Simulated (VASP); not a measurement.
Calculation: PBE GGA, VASP's PBE PAW potentials (set 64) (plane waves; VASP).

The input files of a VASP run:

POSCAR:
```
SrVO3
1.0
  3.7481981943   0.0000000000   0.0000000000
  0.0000000000   3.7481981943   0.0000000000
  0.0000000000   0.0000000000   3.7481981943
Sr V O
1 1 3
Cart
  0.0000000000   0.0000000000   0.0000000000
  1.8740990972   1.8740990972   1.8740990972
  1.8740990972   0.0000000000   1.8740990972
  0.0000000000   1.8740990972   1.8740990972
  1.8740990972   1.8740990972   0.0000000000
```

### INCAR
```
! general
SYSTEM   =  SrVO3
PREC     =  Accurate
ENCUT    =  620   ! plane-wave cut-off (eV)
LREAL    =  .FALSE.
LASPH    =  .TRUE.

! electronic loop
EDIFF    =  1E-6   ! SCF stop (eV)
NELM     =  100   ! most electronic steps
ALGO     =  Normal   ! blocked Davidson
LMAXMIX  =  4   ! l cut-off of mixed one-centre charges

! smearing
ISMEAR   =  1   ! Methfessel-Paxton
SIGMA    =  0.1   ! width (eV)

! functional
GGA      =  PE   ! PBE

! ions
IBRION   =  2
NSW      =  40
ISIF     =  3   ! ions, shape and volume
EDIFFG   =  -0.02
PSTRESS  =  200   ! kbar

! output
LWAVE    =  .FALSE.
LCHARG   =  .FALSE.
```

File KPOINTS:
```
Automatic mesh
0
Gamma
8 8 8
0 0 0
```

POTCAR, in this order: Sr_sv V_sv O (PBE.64 set). Program: vasp_std.

What VASP printed:

### OUTCAR
```
 ion  position               nearest neighbor table
   1  0.000  0.000  0.000-   3 2.65   4 2.65   5 2.65   3 2.65   4 2.65   4 2.65   5 2.65   4 2.65
                             3 2.65   5 2.65   3 2.65   5 2.65   2 3.25   2 3.25   2 3.25   2 3.25
   2  0.500  0.500  0.500-   3 1.87   4 1.87   5 1.87   5 1.87   3 1.87   4 1.87   1 3.25   1 3.25
                             1 3.25   1 3.25   1 3.25   1 3.25   1 3.25   1 3.25
   3  0.500  0.000  0.500-   2 1.87   2 1.87   1 2.65   1 2.65   1 2.65   1 2.65
   4  0.000  0.500  0.500-   2 1.87   2 1.87   1 2.65   1 2.65   1 2.65   1 2.65
   5  0.500  0.500  0.000-   2 1.87   2 1.87   1 2.65   1 2.65   1 2.65   1 2.65
  LATTYP: Found a simple cubic cell.
 ALAT       =     3.7481981943
 Subroutine PRICEL returns:
 Original cell was already a primitive cell.
 Subroutine GETGRP returns: Found 48 space group operations
The static configuration has the point symmetry O_h .
The dynamic configuration has the point symmetry O_h .
 Subroutine INISYM returns: Found 48 space group operations
 Subroutine IBZKPT returns following result:
 Found     35 irreducible k-points:

 Following reciprocal coordinates:
            Coordinates               Weight
  0.000000  0.000000  0.000000      1.000000
  0.125000  0.000000  0.000000      6.000000
  0.250000  0.000000  0.000000      6.000000
  0.375000  0.000000  0.000000      6.000000
  0.500000  0.000000  0.000000      3.000000
  0.125000  0.125000  0.000000     12.000000
  0.250000  0.125000  0.000000     24.000000
  0.375000  0.125000  0.000000     24.000000
  0.500000  0.125000  0.000000     12.000000
  0.250000  0.250000  0.000000     12.000000
  0.375000  0.250000  0.000000     24.000000
  0.500000  0.250000  0.000000     12.000000
  0.375000  0.375000  0.000000     12.000000
  0.500000  0.375000  0.000000     12.000000
  0.500000  0.500000  0.000000      3.000000
  0.125000  0.125000  0.125000      8.000000
  0.250000  0.125000  0.125000     24.000000
  0.375000  0.125000  0.125000     24.000000
  0.500000  0.125000  0.125000     12.000000
  0.250000  0.250000  0.125000     24.000000
  0.375000  0.250000  0.125000     48.000000
  0.500000  0.250000  0.125000     24.000000
  0.375000  0.375000  0.125000     24.000000
  0.500000  0.375000  0.125000     24.000000
  0.500000  0.500000  0.125000      6.000000
  0.250000  0.250000  0.250000      8.000000
  0.375000  0.250000  0.250000     24.000000
  0.500000  0.250000  0.250000     12.000000
  0.375000  0.375000  0.250000     24.000000
  0.500000  0.375000  0.250000     24.000000
  0.500000  0.500000  0.250000      6.000000
  0.375000  0.375000  0.375000      8.000000
  0.500000  0.375000  0.375000     12.000000
  0.500000  0.500000  0.375000      6.000000
  0.500000  0.500000  0.500000      1.000000
   k-points           NKPTS =     35   k-points in BZ     NKDIM =     35   number of bands    NBANDS=     24
   number of dos      NEDOS =    301   number of ions     NIONS =      5
   total plane-waves  NPLWV =  27000
   dimension x,y,z NGX =    30 NGY =   30 NGZ =   30
   dimension x,y,z NGXF=    60 NGYF=   60 NGZF=   60
   ions per type =               1   1   3
   PREC   = accura    normal or accurate (medium, high low for compatibility)
   ISTART =      0    job   : 0-new  1-cont  2-samecut
   ICHARG =      2    charge: 1-file 2-atom 10-const
   ISPIN  =      1    spin polarized calculation?
   LNONCOLLINEAR =      F non collinear calculations
   LSORBIT =      F    spin-orbit coupling
   INIWAV =      1    electr: 0-lowe 1-rand  2-diag
   ENCUT  =  620.0 eV  45.57 Ry    6.75 a.u.   7.61  7.61  7.61*2*pi/ulx,y,z
   NELM   =    100;   NELMIN=  2; NELMDL= -5     # of ELM steps
   EDIFF  = 0.1E-05   stopping-criterion for ELM
   LREAL  =      F    real-space projection
   NLSPLINE    = F    spline interpolate recip. space projectors
   LMAXMIX     =    4 max onsite mixed and CHGCAR
...
```

File OSZICAR:
```
       N       E                     dE             d eps       ncg     rms          rms(c)
DAV:   1     0.503864829371E+03    0.50386E+03   -0.26738E+04  1680   0.207E+03
DAV:   2    -0.179080782146E+02   -0.52177E+03   -0.51732E+03  2152   0.532E+02
DAV:   3    -0.482220410976E+02   -0.30314E+02   -0.30178E+02  1776   0.138E+02
DAV:   4    -0.491968740742E+02   -0.97483E+00   -0.97388E+00  2968   0.215E+01
DAV:   5    -0.492073202198E+02   -0.10446E-01   -0.10386E-01  2056   0.162E+00    0.450E+01
DAV:   6    -0.401620691779E+02    0.90453E+01   -0.87659E+01  2312   0.767E+01    0.192E+01
DAV:   7    -0.394872853874E+02    0.67478E+00   -0.23823E+01  1960   0.459E+01    0.196E+01
DAV:   8    -0.389810967711E+02    0.50619E+00   -0.33395E+00  1864   0.177E+01    0.260E+00
DAV:   9    -0.389927304162E+02   -0.11634E-01   -0.13081E-01  2312   0.247E+00    0.119E+00
DAV:  10    -0.389883721385E+02    0.43583E-02   -0.55787E-02  1920   0.240E+00    0.342E-01
DAV:  11    -0.389875129795E+02    0.85916E-03   -0.62395E-03  1840   0.701E-01    0.881E-02
DAV:  12    -0.389875880920E+02   -0.75113E-04   -0.33187E-04  2208   0.161E-01    0.875E-02
DAV:  13    -0.389875724801E+02    0.15612E-04   -0.13533E-04  1960   0.113E-01    0.115E-02
DAV:  14    -0.389875742131E+02   -0.17330E-05   -0.94119E-06  2096   0.199E-02    0.112E-02
DAV:  15    -0.389875734618E+02    0.75129E-06   -0.32356E-06  1472   0.120E-02
   1 F= -.32414219E+02 E0= -.32413468E+02  d E =-.324142E+02
```

File OUTCAR:
```
------------------------ aborting loop because EDIFF is reached ----------------------------------------
  FORCE on cell =-STRESS in cart. coord.  units (eV):
  Direction    XX          YY          ZZ          XY          YZ          ZX
  --------------------------------------------------------------------------------------
  Total        6.5416085      6.5416085      6.5416085      0.0000000     -0.0000000      0.0000000
  in kB      199.0341015    199.0341015    199.0341015      0.0000000     -0.0000000      0.0000000
  external PRESSURE =      -0.9658985 kB  Pullay stress =     200.0000000 kB
  volume of cell :       52.66
      direct lattice vectors                 reciprocal lattice vectors
     3.748198194  0.000000000  0.000000000     0.266794857  0.000000000  0.000000000
     0.000000000  3.748198194  0.000000000     0.000000000  0.266794857  0.000000000
     0.000000000  0.000000000  3.748198194     0.000000000  0.000000000  0.266794857
 POSITION                                       TOTAL-FORCE (eV/Angst)
 -----------------------------------------------------------------------------------
      0.00000      0.00000      0.00000         0.000000      0.000000      0.000000
      1.87410      1.87410      1.87410         0.000000      0.000000      0.000000
      1.87410      0.00000      1.87410         0.000000      0.000000      0.000000
      0.00000      1.87410      1.87410         0.000000      0.000000      0.000000
      1.87410      1.87410      0.00000         0.000000      0.000000      0.000000
 -----------------------------------------------------------------------------------
    total drift:                                0.000000      0.000000     -0.000000
  FREE ENERGIE OF THE ION-ELECTRON SYSTEM (eV)
  ---------------------------------------------------
  free  energy   TOTEN  =       -38.9875734618 eV

  energy  without entropy=      -38.9853206401  energy(sigma->0) =      -38.98682252
  enthalpy is  TOTEN    =       -32.4142189581 eV   P V=        6.5733545037

 reached required accuracy - stopping structural energy minimisation
```
(Selected blocks of OUTCAR.)

The compound is SrVO3 in the cubic perovskite structure. It was relaxed first under an external pressure of 20 GPa. The run is not spin-polarised, so no magnetic state was tried. The electron count is odd and the run is not spin-polarised, which forces a metal.
